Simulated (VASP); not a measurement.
**Rhodium: the relaxed cell at several levels**

Aim: relax Rhodium at several levels and hold each cell against experiment. The levels: LDA, PBEsol, PBE, r2SCAN, PBE + D3(BJ), r2SCAN + rVV10, PBE + D4 and SCAN. LASPH is on for some levels and off for others; the table marks which. The start is a cell from a database of measured crystal structures.

Main program and level: VASP 6.6.1; LDA; plane waves and PAW (Rh_pv), in the first sound run; inputs show where later runs differ.

The experiments to compare with:

“Strong-coupling superconductivity of SrIr2 and SrRh2: Phonon engineering of metallic Ir and Rh” (2021, arxiv:2108.03692) quotes from earlier work for Rh, fcc (bulk crystal): lattice constant a (experimental lattice constant, quoted) 3.803 Å.

The database entry behind the starting cell differs from later determinations by our own check (an axis about 0.2 % short against later determinations), so it need not match the best structure at ambient conditions.

### 1. The structure

Before any relaxation, the start is as follows. It takes space group Fm-3m (No. 225, cubic). Conventional cell: a = 3.796 Å, b = 3.796 Å, c = 3.796 Å, α = 90.00°, β = 90.00°, γ = 90.00°. Nearest to Rh lie 12 Rh at 2.68 Å.

Coordinates:

```xyz
1
Lattice="0.0000 1.8979 1.8979 1.8979 0.0000 1.8979 1.8979 1.8979 0.0000" Properties=species:S:1:pos:R:3 pbc="T T T"
Rh    0.0000    0.0000    0.0000
```

### 2. Relaxation with LDA

Properties are meant for the cell that this level of theory prefers, so cell and atoms are relaxed first (ISIF = 3) until forces and stress are small; EDIFFG sets the threshold. LDA, the lowest rung, knows the local density alone.

INCAR

```
SYSTEM = Rh
PREC = Accurate
ENCUT = 520
EDIFF = 1E-06
NELM = 100
ISMEAR = -1
SIGMA = 0.05
LREAL = .FALSE.
ALGO = Normal
GGA = CA
NBANDS = 13
LORBIT = 11
LWAVE = .FALSE.
LCHARG = .FALSE.
KPAR = 2
IBRION = 2
NSW = 60
ISIF = 3
EDIFFG = -0.01
```

POSCAR

```
Rh
1.0
    0.0000000000      1.8978500000      1.8978500000
    1.8978500000      0.0000000000      1.8978500000
    1.8978500000      1.8978500000      0.0000000000
Rh
1
Direct
    0.0000000000      0.0000000000      0.0000000000
```

KPOINTS

```
Automatic mesh
0
Gamma
9 9 9
0 0 0
```

The projector-augmented-wave data sets are Rh_pv (PBE family, release 64).

Launch:

```console
$ mpirun -np 2 vasp_std
```

Log:

```text
[banner, memory and clock lines left out]
running    2 mpi-ranks, on    1 nodes
 distrk:  each k-point on    1 cores,    2 groups
 distr:  one band on    1 cores,    1 groups

 POSCAR found type information on POSCAR Rh
 POSCAR found :  1 types and       1 ions
|                                                                             |
|               ----> ADVICE to this user running VASP <----                  |
|                                                                             |
|     You enforced a specific xc type in the INCAR file but a different       |
|     [... a line on the potential file left out ...]
|     I HOPE YOU KNOW WHAT YOU ARE DOING!                                     |
|                                                                             |

 LDA part: xc-table for (Slater(with rela. corr.)+CA(PZ))
 , standard interpolation
 POSCAR, INCAR and KPOINTS ok, starting setup
 FFT: planning ... GRIDC
 FFT: planning ... GRID_SOFT
 FFT: planning ... GRID
 WAVECAR not read
 entering main loop
       N       E                     dE             d eps       ncg     rms          rms(c)
DAV:   1     0.115661223372E+03    0.11566E+03   -0.88710E+03   920   0.122E+03
DAV:   2    -0.799714729603E+01   -0.12366E+03   -0.11809E+03   975   0.352E+02
DAV:   3    -0.945351761131E+01   -0.14564E+01   -0.14537E+01  1100   0.429E+01
DAV:   4    -0.945958626694E+01   -0.60687E-02   -0.60683E-02  1040   0.286E+00
DAV:   5    -0.945965413294E+01   -0.67866E-04   -0.67864E-04  1100   0.284E-01    0.118E+01
DAV:   6    -0.872448312868E+01    0.73517E+00   -0.12345E+00  1105   0.164E+01    0.345E+00
DAV:   7    -0.871207218708E+01    0.12411E-01   -0.14718E-01  1085   0.279E+00    0.137E+00
DAV:   8    -0.870702229596E+01    0.50499E-02   -0.14485E-02  1020   0.178E+00    0.187E-01
DAV:   9    -0.870626449260E+01    0.75780E-03   -0.18703E-03  1115   0.625E-01    0.352E-02
DAV:  10    -0.870627016535E+01   -0.56727E-05   -0.16955E-05  1080   0.502E-02    0.952E-03
DAV:  11    -0.870627164864E+01   -0.14833E-05   -0.25565E-06  1060   0.197E-02    0.536E-04
DAV:  12    -0.870627164179E+01    0.68458E-08   -0.13791E-08   600   0.158E-03
   1 F= -.87062716E+01 E0= -.87018815E+01  d E =-.870627E+01
 curvature:   0.00 expect dE= 0.000E+00 dE for cont linesearch  0.000E+00
 trial: gam= 0.00000 g(F)=  0.751E-62 g(S)=  0.831E-01 ort = 0.000E+00 (trialstep = 0.100E+01)
 search vector abs. value=  0.831E-01
 bond charge predicted
       N       E                     dE             d eps       ncg     rms          rms(c)
DAV:   1    -0.121433580599E+02   -0.34371E+01   -0.46686E+01   990   0.101E+02    0.202E+01
DAV:   2    -0.873298184214E+01    0.34104E+01   -0.57311E+00   930   0.364E+01    0.340E+00
DAV:   3    -0.862040291576E+01    0.11258E+00   -0.22046E-01  1085   0.658E+00    0.246E+00
DAV:   4    -0.862249328050E+01   -0.20904E-02   -0.21486E-02   960   0.158E+00    0.907E-01
DAV:   5    -0.862398771439E+01   -0.14944E-02   -0.27844E-03   990   0.580E-01    0.593E-02
DAV:   6    -0.862389353116E+01    0.94183E-04   -0.61930E-05  1015   0.110E-01    0.134E-02
DAV:   7    -0.862389195179E+01    0.15794E-05   -0.15727E-06   994   0.158E-02    0.116E-03
DAV:   8    -0.862389180524E+01    0.14655E-06   -0.51877E-08   530   0.353E-03
   2 F= -.86238918E+01 E0= -.86202229E+01  d E =0.823798E-01
[...]
3 F= -.87179850E+01 E0= -.87138334E+01  d E =-.117134E-01
 curvature:  -0.12 expect dE=-0.133E-04 dE for cont linesearch -0.133E-04
 ZBRENT: interpolating
 opt :   0.2757  next Energy=    -8.717998 (dE=-0.117E-01)
 bond charge predicted
       N       E                     dE             d eps       ncg     rms          rms(c)
DAV:   1    -0.871825066233E+01   -0.26569E-03   -0.33674E-03   940   0.879E-01    0.120E-01
DAV:   2    -0.871799902165E+01    0.25164E-03   -0.50462E-04   945   0.320E-01    0.193E-02
DAV:   3    -0.871799618477E+01    0.28369E-05   -0.71363E-06  1040   0.343E-02    0.108E-02
DAV:   4    -0.871799649365E+01   -0.30888E-06   -0.16559E-06   909   0.150E-02
   4 F= -.87179965E+01 E0= -.87138522E+01  d E =-.117249E-01
 curvature:  -0.11 expect dE=-0.467E-06 dE for cont linesearch -0.467E-06
 trial: gam=-0.00698 g(F)=  0.277E-64 g(S)=  0.410E-05 ort = 0.584E-03 (trialstep = 0.855E+00)
 search vector abs. value=  0.302E-09
 reached required accuracy - stopping structural energy minimisation
```

Run time: 7.8 s. Hardware: 2 MPI ranks of AMD EPYC 7R43, shared host; peak memory 0.19 GiB; 15 s of CPU time.

Lines that name or quote the potential files are left out of all logs, and their timing lines are given in words.

Parts of OUTCAR (step 2):

```text
ion  position               nearest neighbor table
   1  0.000  0.000  0.000-

  LATTYP: Found a face centered cubic cell.
 ALAT       =     3.7957000000

 Subroutine GETGRP returns: Found 48 space group operations
 (whereof 48 operations were pure point group operations)

The static configuration has the point symmetry O_h .

 Found     35 irreducible k-points:

   k-points           NKPTS =     35   k-points in BZ     NKDIM =     35   number of bands    NBANDS=     13

   dimension x,y,z NGX =    20 NGY =   20 NGZ =   20
   dimension x,y,z NGXF=    40 NGYF=   40 NGZF=   40

   ENCUT  =  520.0 eV  38.22 Ry    6.18 a.u.   4.99  4.99  4.99*2*pi/ulx,y,z

   NELECT =      15.0000    total number of electrons

 k-points in reciprocal lattice and weights: Automatic mesh
   0.00000000  0.00000000  0.00000000       0.001
   0.11111111  0.00000000  0.00000000       0.011
   0.22222222  0.00000000  0.00000000       0.011
   0.33333333  0.00000000  0.00000000       0.011
   0.44444444  0.00000000  0.00000000       0.011
   0.11111111  0.11111111  0.00000000       0.008
   0.22222222  0.11111111  0.00000000       0.033
   0.33333333  0.11111111  0.00000000       0.033
   0.44444444  0.11111111  0.00000000       0.033
[...]
-0.33333333  0.44444444  0.11111111       0.033
  -0.33333333  0.44444444  0.22222222       0.033

 average (electrostatic) potential at core
       1 -70.1613

 E-fermi :  12.2153

 k-point     1 :       0.0000    0.0000    0.0000
  band No.  band energies     occupation
    ...
      5       8.9975      2.00000
      6       8.9975      2.00000
      7       8.9975      2.00000
      8      11.2344      2.00000
      9      11.2344      2.00000
     10      28.2324      0.00000
     11      32.3338      0.00000
     12      33.8358      0.00000
     13      33.8358      0.00000

 k-point     2 :       0.1111    0.0000    0.0000
  band No.  band energies     occupation
    ...
      5       8.7903      2.00000
      6       9.1849      2.00000
      7       9.1849      2.00000
      8      11.1388      2.00000
      9      11.1388      2.00000
     10      28.9573      0.00000
     11      31.6811      0.00000
     12      32.3479      0.00000
     13      34.5985      0.00000

 k-point     3 :       0.2222    0.0000    0.0000
  band No.  band energies     occupation
    ...
      5       8.6987      2.00000
      6       9.4012      2.00000
      7       9.4012      2.00000
      8      11.2540      2.00000
      9      11.2540      2.00000
     10      28.4328      0.00000
     11      30.0289      0.00000
     12      32.3389      0.00000
     13      36.5712      0.00000

  Total       -0.0053241     -0.0053241     -0.0053241      0.0000000      0.0000000      0.0000000
  in kB       -0.6431913     -0.6431913     -0.6431913      0.0000000      0.0000000      0.0000000
  external PRESSURE =      -0.6431913 kB  Pullay stress =       0.0000000 kB

  energy-cutoff  :      520.00
  volume of cell :       13.26
      direct lattice vectors                 reciprocal lattice vectors
     0.000000000  1.878715533  1.878715533    -0.266139280  0.266139280  0.266139280
     1.878715533 -0.000000000  1.878715533     0.266139280 -0.266139280  0.266139280
     1.878715533  1.878715533  0.000000000     0.266139280  0.266139280 -0.266139280

 POSITION                                       TOTAL-FORCE (eV/Angst)
 -----------------------------------------------------------------------------------
      1.87872      1.87872      0.00000         0.000000      0.000000      0.000000
 -----------------------------------------------------------------------------------
    total drift:                               -0.000000     -0.000000     -0.000000

  FREE ENERGIE OF THE ION-ELECTRON SYSTEM (eV)
  ---------------------------------------------------
  free  energy   TOTEN  =        -8.7179964936 eV

  energy  without entropy=       -8.7097078181  energy(sigma->0) =       -8.71385216

 reached required accuracy - stopping structural energy minimisation

 total charge
# of ion       s       p       d       tot
------------------------------------------
    1        0.417   6.331   7.094  13.843

[... 3 further parts left out ...]
```

This run has no spin polarisation. Its electron count is odd, so without a moment it is a metal by construction. The k-mesh is coarse for a metal. The PAW data sets were made with PBE, though LDA sets exist; this is a small mismatch. The run keeps the 48 symmetry operations of its start, so it cannot find a distortion of lower symmetry.

Step by step:

| step | energy less that of the first step (eV) | largest force (eV/Å) | pressure (GPa) | volume (Å³) |
| --- | --- | --- | --- | --- |
| 1 | 0.0000 | 0.0000 | -8.88 | 13.67 |
| 2 | 0.0824 | 0.0000 | 31.62 | 12.23 |
| 3 | -0.0117 | 0.0000 | -0.34 | 13.27 |
| 4 | -0.0117 | 0.0000 | -0.06 | 13.26 |

| conventional cell, symmetrised | before | after | change |
| --- | --- | --- | --- |
| a (Å) | 3.796 | 3.757 | -1.0 % |
| b (Å) | 3.796 | 3.757 | -1.0 % |
| c (Å) | 3.796 | 3.757 | -1.0 % |
| volume (Å³/atom) | 13.67 | 13.26 | -3.0 % |

The relaxed structure:

```cif
data_structure
_symmetry_space_group_name_H-M 'P 1'
_symmetry_Int_Tables_number 1
_cell_length_a 2.6569
_cell_length_b 2.6569
_cell_length_c 2.6569
_cell_angle_alpha 60.000
_cell_angle_beta 60.000
_cell_angle_gamma 60.000
_cell_volume 13.26
loop_
_atom_site_label
_atom_site_type_symbol
_atom_site_fract_x
_atom_site_fract_y
_atom_site_fract_z
_atom_site_occupancy
Rh1 Rh 0.00000 0.00000 0.00000 1
```

This step gave:

```yaml
electrons: 15
bands: 13
irreducible_k_points: 35
symmetry_operations: 48
free_energy_toten: -8.718 eV
energy_at_zero_smearing: -8.714 eV
fermi_energy: 12.22 eV
pressure: -0.06432 GPa
metallic_judged_on_the_points_sampled: yes
scf_cycles_over_all_ionic_steps: 31
```

It ends with forces that vanish by symmetry and a pressure of -0.06 GPa. The volume lies -3.0 % from that of the database's start, part of which can be the thermal and zero-point expansion of its experiment. The conventional cell has a = 3.757 Å.

### 3. Relaxation with PBEsol

This step: PBEsol; plane waves and PAW (Rh_pv) (VASP 6.6.1).

PBEsol restores the gradient expansion of exchange and is tuned for the cells of solids.

Changes to INCAR since step 2:

```diff
@@ -9,3 +9,3 @@
 ALGO = Normal
-GGA = CA
+GGA = PS
 NBANDS = 13
```

POSCAR is that of step 2.

KPOINTS is that of step 2.

Launch:

```console
$ mpirun -np 2 vasp_std
```

Log:

```text
[banner, memory and clock lines left out]
running    2 mpi-ranks, on    1 nodes
 distrk:  each k-point on    1 cores,    2 groups
 distr:  one band on    1 cores,    1 groups

 POSCAR found type information on POSCAR Rh
 POSCAR found :  1 types and       1 ions
 [... a notice as in an earlier step ...]

 LDA part: xc-table for (Slater+PW92), standard interpolation
 POSCAR, INCAR and KPOINTS ok, starting setup
 FFT: planning ... GRIDC
 FFT: planning ... GRID_SOFT
 FFT: planning ... GRID
 WAVECAR not read
 entering main loop
       N       E                     dE             d eps       ncg     rms          rms(c)
DAV:   1     0.116255396381E+03    0.11626E+03   -0.88913E+03   920   0.123E+03
DAV:   2    -0.732293215758E+01   -0.12358E+03   -0.11806E+03   975   0.353E+02
DAV:   3    -0.878127964886E+01   -0.14583E+01   -0.14557E+01  1100   0.430E+01
DAV:   4    -0.878746843817E+01   -0.61888E-02   -0.61885E-02  1030   0.289E+00
DAV:   5    -0.878753843576E+01   -0.69998E-04   -0.69995E-04  1105   0.289E-01    0.111E+01
DAV:   6    -0.815369925223E+01    0.63384E+00   -0.10435E+00  1055   0.152E+01    0.359E+00
DAV:   7    -0.813933130788E+01    0.14368E-01   -0.10887E-01  1095   0.256E+00    0.149E+00
DAV:   8    -0.813486160020E+01    0.44697E-02   -0.11233E-02   995   0.154E+00    0.165E-01
DAV:   9    -0.813430687638E+01    0.55472E-03   -0.12665E-03  1110   0.518E-01    0.216E-02
DAV:  10    -0.813431228726E+01   -0.54109E-05   -0.19407E-05  1060   0.520E-02    0.928E-03
DAV:  11    -0.813431159806E+01    0.68921E-06   -0.32172E-06  1100   0.237E-02
   1 F= -.81343116E+01 E0= -.81299096E+01  d E =-.813431E+01
 curvature:   0.00 expect dE= 0.000E+00 dE for cont linesearch  0.000E+00
 trial: gam= 0.00000 g(F)=  0.145E-61 g(S)=  0.133E-01 ort = 0.000E+00 (trialstep = 0.100E+01)
 search vector abs. value=  0.133E-01
 bond charge predicted
       N       E                     dE             d eps       ncg     rms          rms(c)
DAV:   1    -0.871427483718E+01   -0.57996E+00   -0.76054E+00   940   0.412E+01    0.633E+00
DAV:   2    -0.813021358536E+01    0.58406E+00   -0.10813E+00   925   0.151E+01    0.937E-01
DAV:   3    -0.812208937334E+01    0.81242E-02   -0.21635E-02  1085   0.190E+00    0.593E-01
DAV:   4    -0.812310901149E+01   -0.10196E-02   -0.37204E-03   930   0.762E-01    0.957E-02
DAV:   5    -0.812324297881E+01   -0.13397E-03   -0.15464E-04  1100   0.163E-01    0.221E-02
DAV:   6    -0.812321835872E+01    0.24620E-04   -0.74876E-06   955   0.377E-02    0.260E-03
DAV:   7    -0.812321832031E+01    0.38410E-07   -0.96854E-08   620   0.363E-03
   2 F= -.81232183E+01 E0= -.81191591E+01  d E =0.110933E-01
 trial-energy change:    0.011093  1 .order    0.011660   -0.013346    0.036665
 step:   0.2806(harm=  0.2669)  dis= 0.00000  next Energy=    -8.136196 (dE=-0.188E-02)
 bond charge predicted
       N       E                     dE             d eps       ncg     rms          rms(c)
DAV:   1    -0.844809279872E+01   -0.32487E+00   -0.40702E+00   930   0.308E+01    0.389E+00
DAV:   2    -0.813621169707E+01    0.31188E+00   -0.65336E-01   915   0.113E+01    0.862E-01
DAV:   3    -0.813537535153E+01    0.83635E-03   -0.57580E-03  1025   0.908E-01    0.474E-01
DAV:   4    -0.813617016422E+01   -0.79481E-03   -0.15649E-03   950   0.472E-01    0.465E-02
DAV:   5    -0.813621447301E+01   -0.44309E-04   -0.39080E-05  1120   0.711E-02    0.187E-02
DAV:   6    -0.813620907249E+01    0.54005E-05   -0.30679E-06   955   0.246E-02    0.272E-03
DAV:   7    -0.813620883172E+01    0.24077E-06   -0.31965E-08   545   0.211E-03
   3 F= -.81362088E+01 E0= -.81319113E+01  d E =-.189723E-02
 curvature:  -0.13 expect dE=-0.173E-06 dE for cont linesearch -0.173E-06
 trial: gam=-0.00976 g(F)=  0.158E-61 g(S)=  0.130E-05 ort = 0.132E-03 (trialstep = 0.856E+00)
 search vector abs. value=  0.226E-09
 reached required accuracy - stopping structural energy minimisation
```

Wall time 7.2 s (2 MPI ranks); peak memory 0.2 GiB; 13 s of CPU time.

Parts of OUTCAR (step 3):

```text
The static configuration has the point symmetry O_h .

 Found     35 irreducible k-points:

   NELECT =      15.0000    total number of electrons

 E-fermi :  12.0143

 k-point     1 :       0.0000    0.0000    0.0000
  band No.  band energies     occupation
    ...
      5       8.9009      2.00000
      6       8.9009      2.00000
      7       8.9009      2.00000
      8      11.0642      2.00000
      9      11.0642      2.00000
     10      28.0188      0.00000
     11      32.3690      0.00000
     12      33.5559      0.00000
     13      33.5559      0.00000

 k-point     2 :       0.1111    0.0000    0.0000
  band No.  band energies     occupation
    ...
      5       8.6986      2.00000
      6       9.0829      2.00000
      7       9.0829      2.00000
      8      10.9726      2.00000
      9      10.9726      2.00000
     10      28.7139      0.00000
     11      31.3903      0.00000
     12      32.3730      0.00000
     13      34.2915      0.00000

  Total       -0.0029937     -0.0029937     -0.0029937     -0.0000000     -0.0000000      0.0000000
  in kB       -0.3551938     -0.3551938     -0.3551938     -0.0000000     -0.0000000      0.0000000
  external PRESSURE =      -0.3551938 kB  Pullay stress =       0.0000000 kB

  energy-cutoff  :      520.00
  volume of cell :       13.50
      direct lattice vectors                 reciprocal lattice vectors
     0.000000000  1.890049195  1.890049195    -0.264543379  0.264543379  0.264543379
     1.890049195  0.000000000  1.890049195     0.264543379 -0.264543379  0.264543379
     1.890049195  1.890049195 -0.000000000     0.264543379  0.264543379 -0.264543379

 POSITION                                       TOTAL-FORCE (eV/Angst)
 -----------------------------------------------------------------------------------
      0.00000      0.00000      0.00000         0.000000      0.000000      0.000000
 -----------------------------------------------------------------------------------
    total drift:                               -0.000000     -0.000000     -0.000000

  FREE ENERGIE OF THE ION-ELECTRON SYSTEM (eV)
  ---------------------------------------------------
  free  energy   TOTEN  =        -8.1362088317 eV

  energy  without entropy=       -8.1276138063  energy(sigma->0) =       -8.13191132

 total charge
# of ion       s       p       d       tot
------------------------------------------
    1        0.420   6.318   7.068  13.806

[... 8 parts as in an earlier step ...]

[... 5 further parts left out ...]
```

CONTCAR:

```
Rh
   1.00000000000000
     0.0000000000000000    1.8900491946775870    1.8900491946775870
     1.8900491946775870    0.0000000000000000    1.8900491946775870
     1.8900491946775870    1.8900491946775870   -0.0000000000000000
  Rh
     1
Direct
     0.0000000000000000    0.0000000000000000    0.0000000000000000
```

The PAW data sets were made with PBE, which is usual practice but a small mismatch for other functionals.

The steps of the relaxation:

| step | energy less that of the first step (eV) | largest force (eV/Å) | pressure (GPa) | volume (Å³) |
| --- | --- | --- | --- | --- |
| 1 | 0.0000 | 0.0000 | -3.56 | 13.67 |
| 2 | 0.0111 | 0.0000 | 10.22 | 13.08 |
| 3 | -0.0019 | 0.0000 | -0.04 | 13.50 |

| conventional cell, symmetrised | before | after | change |
| --- | --- | --- | --- |
| a (Å) | 3.796 | 3.780 | -0.4 % |
| b (Å) | 3.796 | 3.780 | -0.4 % |
| c (Å) | 3.796 | 3.780 | -0.4 % |
| volume (Å³/atom) | 13.67 | 13.50 | -1.2 % |

The relaxed structure:

```xyz
1
Lattice="0.0000 1.8900 1.8900 1.8900 0.0000 1.8900 1.8900 1.8900 0.0000" Properties=species:S:1:pos:R:3 pbc="T T T"
Rh    0.0000    0.0000    0.0000
```

This step gave:

* free energy (TOTEN): -8.136 eV
* energy at zero smearing: -8.132 eV
* Fermi energy: 12.01 eV
* pressure: -0.03552 GPa
* SCF cycles over all ionic steps: 25

It ends at 13.50 Å³/atom, -1.2 % from the start, with -0.04 GPa left. The conventional cell has a = 3.780 Å.

(Part 1 of 3 ends here.)

[Lines on the potential files, build, host, timing and source positions are cut from VASP's logs without a mark.]

[Logs are printed without paths, hosts, clocks, repeated set-up lines and the standing remarks that a program may print on its own settings, such as how far it seeks lower states.]

[Hosts, paths, dates, database ids (printed as entryN), source tags and the programs' standing remarks are cut or masked in the printed files.]

[A measured line is paired with the nearest computed mode of its activity, which favours agreement.]

[In band tables of VASP the shares of atoms and orbitals are scaled to a sum of 1 inside the atoms' spheres.]
